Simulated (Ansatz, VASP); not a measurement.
## Si9Ge55 (Si0.14Ge0.86, diamond-type random alloy) in two plane-wave programs

Wanted: the spread between two codes on one cell, functional and k mesh. The cell is invented: As first built, before any earlier steps moved the atoms (in the runner's words): 2x2x2 conventional cells of the Ge type (64 atoms: 9 Si, 55 Ge); Ge/Si share their sites, the best of 600 random draws by like-pair counts in two shells; start lattice by linear mixing of the end members' cells; atoms moved at random by 0.02 A. It may not be a known or stable phase. The structure shown is the start of the Ansatz relaxation below; VASP solves that cell, so the two are compared at the walk's first step.

Program: Ansatz 0.2.0. Level of theory: plane waves, with VASP 6.6.1 beside it; single point at PBE. Results are calculated unless marked as measured.

### Step 1. Set-up

The cell holds 64 atoms: 9 Si and 55 Ge. Cell: a = 11.251 Å, b = 11.251 Å, c = 11.251 Å, α = 90.0°, β = 90.0°, γ = 90.0°. It derives from Ge (Ge type, space group 227), repeated 2×2×2. As first built, before any earlier steps moved the atoms (in the runner's words): 2x2x2 conventional cells of the Ge type (64 atoms: 9 Si, 55 Ge); Ge/Si share their sites, the best of 600 random draws by like-pair counts in two shells; start lattice by linear mixing of the end members' cells; atoms moved at random by 0.02 A.

### Step 2. Ansatz: relaxation, PBE

Ansatz runs on its default PAW (the set named soft_2) files.

The two programs are compared at the cell with which this relaxation starts, whose forces are those of its first step.

input.yaml

```yaml
crystal:
  lattice:
    - [11.25104, 0.0, 0.0]
    - [0.0, 11.25104, 0.0]
    - [0.0, 0.0, 11.25104]
  atoms:
    - { symbol: Si, position: [0.99808, 0.00095, 0.24872] }
    - { symbol: Si, position: [0.00043, 0.24955, 0.99973] }
    - { symbol: Si, position: [0.24706, 0.00044, 0.00239] }
    - { symbol: Si, position: [0.99982, 0.99903, 0.74923] }
    - { symbol: Si, position: [0.0014, 0.25077, 0.50093] }
    - { symbol: Si, position: [0.12687, 0.1262, 0.87504] }
    - { symbol: Si, position: [0.37645, 0.62547, 0.12029] }
    - { symbol: Si, position: [0.87456, 0.62283, 0.1242] }
    - { symbol: Si, position: [0.75147, 0.75392, 0.74987] }
    - { symbol: Ge, position: [0.12792, 0.37368, 0.12392] }
    - { symbol: Ge, position: [0.12746, 0.12505, 0.37403] }
    - { symbol: Ge, position: [0.37183, 0.37617, 0.37279] }
    - { symbol: Ge, position: [0.25118, 0.24801, 0.25226] }
    - { symbol: Ge, position: [0.37125, 0.12326, 0.12699] }
    - { symbol: Ge, position: [0.1261, 0.37637, 0.62498] }
    - { symbol: Ge, position: [0.25156, 0.00369, 0.50173] }
    - { symbol: Ge, position: [0.3777, 0.3721, 0.87713] }
    - { symbol: Ge, position: [0.25011, 0.2512, 0.74994] }
    - { symbol: Ge, position: [0.37611, 0.12352, 0.62314] }
    - { symbol: Ge, position: [0.00084, 0.50119, 0.24994] }
    - { symbol: Ge, position: [0.12195, 0.87845, 0.12176] }
    - { symbol: Ge, position: [0.99781, 0.74771, 0.99886] }
    - { symbol: Ge, position: [0.12778, 0.62753, 0.37352] }
    - { symbol: Ge, position: [0.24972, 0.49812, 0.00028] }
    - { symbol: Ge, position: [0.37626, 0.87903, 0.37546] }
    - { symbol: Ge, position: [0.25079, 0.75094, 0.24813] }
    - { symbol: Ge, position: [0.99925, 0.49889, 0.7501] }
    - { symbol: Ge, position: [0.12498, 0.87369, 0.62489] }
    - { symbol: Ge, position: [0.99835, 0.74796, 0.49901] }
    - { symbol: Ge, position: [0.1259, 0.62518, 0.87345] }
    - { symbol: Ge, position: [0.25137, 0.50059, 0.50182] }
    - { symbol: Ge, position: [0.37282, 0.87417, 0.87522] }
    - { symbol: Ge, position: [0.24977, 0.74952, 0.75112] }
    - { symbol: Ge, position: [0.37695, 0.62666, 0.62545] }
    - { symbol: Ge, position: [0.50216, 0.99983, 0.25135] }
    - { symbol: Ge, position: [0.62551, 0.37427, 0.12159] }
    - { symbol: Ge, position: [0.49721, 0.24891, 0.00068] }
    - { symbol: Ge, position: [0.62305, 0.12902, 0.37463] }
    - { symbol: Ge, position: [0.74797, 0.00151, 0.00264] }
    - { symbol: Ge, position: [0.87534, 0.37416, 0.37884] }
    - { symbol: Ge, position: [0.75125, 0.25142, 0.25021] }
    - { symbol: Ge, position: [0.87824, 0.12363, 0.12645] }
    - { symbol: Ge, position: [0.50152, 0.99735, 0.75195] }
    - { symbol: Ge, position: [0.62207, 0.37543, 0.6242] }
    - { symbol: Ge, position: [0.50093, 0.24884, 0.4999] }
    - { symbol: Ge, position: [0.62269, 0.1264, 0.87298] }
    - { symbol: Ge, position: [0.75013, 0.99503, 0.50109] }
    - { symbol: Ge, position: [0.87329, 0.37602, 0.87508] }
    - { symbol: Ge, position: [0.75046, 0.2488, 0.75112] }
    - { symbol: Ge, position: [0.87159, 0.12648, 0.62291] }
    - { symbol: Ge, position: [0.50018, 0.49903, 0.25108] }
    - { symbol: Ge, position: [0.62529, 0.87332, 0.1257] }
    - { symbol: Ge, position: [0.50266, 0.74857, 0.00119] }
    - { symbol: Ge, position: [0.62251, 0.62293, 0.37563] }
    - { symbol: Ge, position: [0.74836, 0.5017, 0.00117] }
    - { symbol: Ge, position: [0.87527, 0.87254, 0.37319] }
    - { symbol: Ge, position: [0.75345, 0.75121, 0.24926] }
    - { symbol: Ge, position: [0.50385, 0.49681, 0.7494] }
    - { symbol: Ge, position: [0.62445, 0.87521, 0.62309] }
    - { symbol: Ge, position: [0.50078, 0.75124, 0.49839] }
    - { symbol: Ge, position: [0.62803, 0.62603, 0.8765] }
    - { symbol: Ge, position: [0.75038, 0.50175, 0.50194] }
    - { symbol: Ge, position: [0.87202, 0.87632, 0.87482] }
    - { symbol: Ge, position: [0.87153, 0.62549, 0.62519] }
kpoints:
  mp_grid: { grid: [2, 2, 2], shift: [0.5, 0.5, 0.5] }
hamiltonian:
  xc: pbe
scf:
  occupations: { method: fermi_dirac, width: 0.01 }
output:
  forces: true
  stress: true
relax:
  f_tol: 0.02
  max_steps: 45
  cell: { stress_tol: 0.1 }
```

Run with:

```console
ansatz run input.yaml --threads 8 --pin off --max-ram 15360MiB --backend cpu --events-out ev --progress --plain --runs-dir out
```

Numbers of over 12 decimals in the logs are rounded to 6 here.

The program printed:

```text
The last accepted step is kept in <dir> (removed where the run ends without a failure and the disk answers)
Engine: ansatz 0.2.0, aarch64-unknown-linux-gnu
Pseudopotentials: kind: paw
Pseudopotential: Si, paw, valence charge 4, recommended cutoff 420 eV (normal), Si.paw.azcp
Pseudopotential: Ge, paw, valence charge 14, recommended cutoff 420 eV (normal), Ge.paw.azcp
Functional definition: PBE
  parameter kappa = 0.804
  parameter beta = 0.066725
  exchange = pbe_x(kappa = kappa, mu = beta*pi^2/3)
  correlation = pbe_c(beta = beta)
Crystal: 64 atoms, lattice volume = 1424.223 Å³
Basis set: ecut = 420 eV, 27825 PW (Γ), exchange–correlation on 160×160×160 points (8 copies of the dense FFT grid, shifted against one another)
Bands: 484, of which v1, the nominal top of the filled ones, is band 403 counted from 1 (402 counted from 0)
Symmetry: 1 space group operations
Space group: P1 (ITA 1), of the structure as read, at distance tolerance 1.1e-4 Å
k-points: 4 of 8 (time reversal used)
Non-local potential: Si, projectors of the file, l = 0: 2, l = 1: 2, l = 2: 2
Non-local potential: Ge, projectors of the file, l = 0: 2, l = 1: 2, l = 2: 3, l = 3: 1
PAW form: soft (Blöchl's): semilocal exchange-correlation on the pseudo side does not see the compensation charge
PAW one-centre angular grid: Si, 110 points (default); XC on 64 Gauss nodes
PAW one-centre angular grid: Ge, 590 points (default); XC on 64 Gauss nodes
Initial density: superposition of atomic densities (neutral atoms: chi_scale 0, normalization atom), corrected by the library's trained network
Initial wavefunctions: pseudopotential atomic-orbital guess
Functional: x = pbe(κ = 0.804, μ = 0.219515), c = pbe(β = 0.066725)
SCF iter   1: F=—  HF=-241944.226931 eV  |F-HF|=—  |Δ(HF+E_count)|=         —  Δρ=1.17e-3  dr2=3.14e-2  ethr=1.77e-3  ⟨swp⟩=6.0  Hψ=7095  notcnv=0  defer=30
preconditioner: auto → Resta (q_TF=auto, 2.481 Å⁻¹)  ε∞=2.7  [insulator: Δε(μ)=0.725 eV  Ē_g=21.562 eV  σ=0.010 eV  W_gap=1.00  n_scr=364 (ndim 8)  ℏωp=27.9 eV  f_vac=0.047  D(μ)=0.00/eV (n_scr^D=0)  ε∞_Penn≈2.7]
SCF iter   2: F=—  HF=-241944.199107 eV  |F-HF|=—  |Δ(HF+E_count)|=   2.78e-2  Δρ=8.05e-4  dr2=1.01e-2  ethr=3.90e-6  ⟨swp⟩=2.0  Hψ=3856  notcnv=0  defer=308
SCF iter   3: F=—  HF=-241944.198190 eV  |F-HF|=—  |Δ(HF+E_count)|=   9.17e-4  Δρ=3.92e-4  dr2=2.83e-3  ethr=1.26e-6  ⟨swp⟩=2.0  Hψ=3256  notcnv=0  defer=308
SCF iter   4: F=—  HF=-241944.199515 eV  |F-HF|=—  |Δ(HF+E_count)|=   1.33e-3  Δρ=1.57e-4  dr2=5.13e-4  ethr=3.51e-7  ⟨swp⟩=2.0  Hψ=2156  notcnv=0  defer=308
SCF iter   5: F=—  HF=-241944.199716 eV  |F-HF|=—  |Δ(HF+E_count)|=   2.01e-4  Δρ=6.73e-5  dr2=1.95e-4  ethr=6.37e-8  ⟨swp⟩=2.0  Hψ=3236  notcnv=0  defer=308
SCF iter   6: F=—  HF=-241944.199757 eV  |F-HF|=—  |Δ(HF+E_count)|=   4.08e-5  Δρ=3.14e-5  dr2=9.04e-6  ethr=2.42e-8  ⟨swp⟩=2.0  Hψ=2140  notcnv=0  defer=308
SCF iter   7: F=—  HF=-241944.200052 eV  |F-HF|=—  |Δ(HF+E_count)|=   2.95e-4  Δρ=9.91e-6  dr2=2.18e-6  ethr=1.12e-9  ⟨swp⟩=2.0  Hψ=3240  notcnv=0  defer=308
SCF iter   8: F=—  HF=-241944.200052 eV  |F-HF|=—  |Δ(HF+E_count)|=   7.75e-7  Δρ=5.33e-6  dr2=2.52e-7  ethr=2.70e-10  ⟨swp⟩=2.0  Hψ=3240  notcnv=0  defer=308
SCF iter   9: F=-241944.200051 eV  HF=-241944.200051 eV  |F-HF|=6.71e-8  |Δ(HF+E_count)|=   2.15e-7  Δρ=1.85e-6  dr2=4.44e-8  ethr=1.24e-11  ⟨swp⟩=3.0  Hψ=5176  notcnv=0
SCF 1 converged in 9 iterations: F = -241944.200051 eV  dr2 = 4.44e-8
  greatest PAW one-centre occupation: 0.998 electrons in one spin orbital (limit 2), on the Ge atom at site 36 (counted from 0), in its partial waves of l = 2
relax step   1: F+E_penalty+E_count = -241944.20005135 eV  Δ(F+E_penalty+E_count) = +0.000e0 eV  max|allowed force component| = 1.027e0 eV/Å  Δτ_max = 0.0000 Å  P = +3.344 GPa  Ω = 1424.223 Å³  (9 SCF iters, dr2 threshold 1.00e-7 eV, accepted)
Crystal: 64 atoms, lattice volume = 1482.561 Å³
Basis set: ecut = 420 eV, 28919 PW (Γ), exchange–correlation on 160×160×160 points (8 copies of the dense FFT grid, shifted against one another)
Initial density: handed on by an earlier stage of this run
Initial wavefunctions: those handed on with the density
iter 1 solved again at ethr=2.71e-5 eV; its pass at ethr=3.10e-3 eV (dr2=2.18e-1 eV) is discarded
SCF iter   1: F=—  HF=-241945.535339 eV  |F-HF|=—  |Δ(HF+E_count)|=         —  Δρ=4.98e-3  dr2=2.21e-1  ethr=2.71e-5  ⟨swp⟩=7.5  Hψ=8593  notcnv=0  defer=1
preconditioner: auto → Resta (q_TF=auto, 2.465 Å⁻¹)  ε∞=2.6  [insulator: Δε(μ)=0.611 eV  Ē_g=21.409 eV  σ=0.010 eV  W_gap=1.00  n_scr=376 (ndim 8)  ℏωp=27.4 eV  f_vac=0.061  D(μ)=0.00/eV (n_scr^D=0)  ε∞_Penn≈2.6]
SCF iter   2: F=—  HF=-241945.528222 eV  |F-HF|=—  |Δ(HF+E_count)|=   7.12e-3  Δρ=2.69e-3  dr2=6.54e-2  ethr=2.71e-5  ⟨swp⟩=5.2  Hψ=2369  notcnv=0  defer=1
[...]
atom  12  Ge    -0.00006889    -0.00002746    -0.00050972
  atom  13  Ge     0.00033345     0.00000479     0.00048389
  atom  14  Ge    -0.00103707    -0.00003514    -0.00031340
  atom  15  Ge    -0.00066213    -0.00009867    -0.00061766
  atom  16  Ge    -0.00065032     0.00028183     0.00017589
  atom  17  Ge    -0.00017861     0.00011934     0.00032872
  atom  18  Ge     0.00025561     0.00013368    -0.00102531
  atom  19  Ge     0.00075357    -0.00068604    -0.00024576
  atom  20  Ge    -0.00051423     0.00000770     0.00005695
  atom  21  Ge    -0.00042884     0.00110567     0.00081884
  atom  22  Ge     0.00029861    -0.00094940    -0.00030950
  atom  23  Ge     0.00039488     0.00023858    -0.00025357
  atom  24  Ge     0.00023545    -0.00004189    -0.00010820
  atom  25  Ge    -0.00025116     0.00039179     0.00006477
  atom  26  Ge     0.00053518    -0.00059340    -0.00011723
  atom  27  Ge     0.00014358     0.00019780     0.00065811
  atom  28  Ge     0.00086728     0.00015446     0.00042298
  atom  29  Ge    -0.00059885     0.00034797     0.00078461
  atom  30  Ge     0.00021149    -0.00004296     0.00000072
  atom  31  Ge     0.00029872    -0.00013420     0.00041997
  atom  32  Ge    -0.00023237    -0.00028869     0.00014691
  atom  33  Ge    -0.00054850    -0.00014171     0.00002201
  atom  34  Ge     0.00042140     0.00021480    -0.00009615
  atom  35  Ge     0.00024332     0.00043111    -0.00066016
[...]
atom  57  Ge    -0.00032398    -0.00053386     0.00049579
  atom  58  Ge    -0.00027932    -0.00039218    -0.00000315
  atom  59  Ge    -0.00026193    -0.00026701     0.00044022
  atom  60  Ge     0.00027791     0.00057349    -0.00059433
  atom  61  Ge    -0.00012963     0.00007236    -0.00052097
  atom  62  Ge     0.00039397    -0.00000757    -0.00050091
  atom  63  Ge    -0.00040880    -0.00063545     0.00040272
  atom  64  Ge    -0.00072273     0.00003837    -0.00027536
  max |Σ_I F_I| component: 7.61e-7 eV/Å
--- Stress (GPa, compression-positive) ---
        0.006183       0.000075       0.000050
        0.000075       0.004506       0.000167
        0.000050       0.000167       0.004025
  P = ⅓ Tr σ = 0.0049 GPa (0.049 kbar)
--- Relaxed structure (4 steps of the walk, 4 accepted, 1 SCFs on fresh bases) ---
  F+E_penalty+E_count = -241945.59343810 eV   max|allowed force component| = 2.445e-3 eV/Å   (the final SCF, on the basis selected at the relaxed cell)
  cell:  # Å, volume = 1490.4152 Å³
    - [11.423123, 0.000255299, -0.000305989]
    - [0.000255299, 11.422164, -0.000285397]
    - [-0.000305989, -0.000285397, 11.422839]
  atoms:
    - { symbol: Si, position: [1.001060, 0.000996534, 0.249204] }
    - { symbol: Si, position: [0.00324259, 0.246090, 0.997851] }
    - { symbol: Si, position: [0.245297, 0.00246974, -0.00211065] }
    - { symbol: Si, position: [1.002169, 1.002489, 0.753259] }
    - { symbol: Si, position: [4.692226955164741e-5, 0.248933, 0.499776] }
    - { symbol: Si, position: [0.122411, 0.122401, 0.877271] }
    - { symbol: Si, position: [0.374682, 0.625178, 0.124569] }
    - { symbol: Si, position: [0.875511, 0.625243, 0.124855] }
    - { symbol: Si, position: [0.750838, 0.751103, 0.750412] }
    - { symbol: Ge, position: [0.122855, 0.372915, 0.121633] }
    - { symbol: Ge, position: [0.120407, 0.125005, 0.374874] }
    - { symbol: Ge, position: [0.374252, 0.375011, 0.373493] }
    - { symbol: Ge, position: [0.247645, 0.249041, 0.249223] }
    - { symbol: Ge, position: [0.371231, 0.122778, 0.121985] }
    - { symbol: Ge, position: [0.122447, 0.371667, 0.623344] }
    - { symbol: Ge, position: [0.248087, 0.000334544, 0.499752] }
    - { symbol: Ge, position: [0.374108, 0.375061, 0.875255] }
    - { symbol: Ge, position: [0.245880, 0.246757, 0.753206] }
    - { symbol: Ge, position: [0.373999, 0.124690, 0.625686] }
    - { symbol: Ge, position: [-0.00215997, 0.500599, 0.247317] }
    - { symbol: Ge, position: [0.124607, 0.879250, 0.124358] }
    - { symbol: Ge, position: [0.997770, 0.749703, 1.001609] }
    - { symbol: Ge, position: [0.124670, 0.625383, 0.373640] }
    - { symbol: Ge, position: [0.251623, 0.501608, 0.00224225] }
    - { symbol: Ge, position: [0.374719, 0.874634, 0.375003] }
    - { symbol: Ge, position: [0.251567, 0.749409, 0.246739] }
    - { symbol: Ge, position: [0.999768, 0.499233, 0.750371] }
    - { symbol: Ge, position: [0.122736, 0.878389, 0.628369] }
    - { symbol: Ge, position: [0.999800, 0.751828, 0.500588] }
    - { symbol: Ge, position: [0.124965, 0.625025, 0.876299] }
    - { symbol: Ge, position: [0.248899, 0.499022, 0.499900] }
    - { symbol: Ge, position: [0.371248, 0.877755, 0.878337] }
    - { symbol: Ge, position: [0.248941, 0.751403, 0.751054] }
[...]
- { symbol: Ge, position: [0.753172, 0.748391, 0.247549] }
    - { symbol: Ge, position: [0.500770, 0.500415, 0.750376] }
    - { symbol: Ge, position: [0.627813, 0.873075, 0.627290] }
    - { symbol: Ge, position: [0.501156, 0.750012, 0.500285] }
    - { symbol: Ge, position: [0.627718, 0.627762, 0.874047] }
    - { symbol: Ge, position: [0.750465, 0.500066, 0.500291] }
    - { symbol: Ge, position: [0.875769, 0.875378, 0.870818] }
    - { symbol: Ge, position: [0.872837, 0.627370, 0.627323] }
```

Reading the cycles: dr2 is the Hartree energy of the density residual (eV), the measure of convergence; HF is the Harris–Foulkes estimate of the energy, which meets the free energy F at convergence.

[end of part 1 of 2]

[Lines on the potential files, build, host, timing and source positions are cut from VASP's logs without a mark.]

[Logs are printed without paths, hosts, clocks, repeated set-up lines and the standing remarks that a program may print on its own settings, such as how far it seeks lower states.]

[Hosts, paths, dates, database ids (printed as entryN), source tags and the programs' standing remarks are cut or masked in the printed files.]
